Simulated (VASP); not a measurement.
Input:

```
Ti
1.0
    1.42798    -2.47333     0.00000
    1.42798     2.47333     0.00000
    0.00000     0.00000     4.55277
Ti
2
Direct
  0.33333   0.66667   0.25000
  0.66667   0.33333   0.75000
```

Computed with LDA (Ceperley-Alder, Perdew-Zunger), VASP's LDA PAW potentials (set 64) (plane waves; VASP). Numerical set-up: 520 eV cut-off, 16×16×9 Γ-centred mesh, tetrahedra with Blöchl corrections, potentials Ti_sv.

### Question
Predict the energy per atom (σ→0), band gap (on the k-mesh) with the smallest direct gap where there is one.

### Answer

```json
{
 "band gap (on the k-mesh)": "none (metal, semimetal or under 0.01 eV)",
 "energy per atom (σ→0)": "-8.550 eV/atom"
}
```

Only differences to runs with the same potentials and settings are physical.

The compound is Ti in the hcp structure. It was relaxed first, which changed the volume by -9 %.
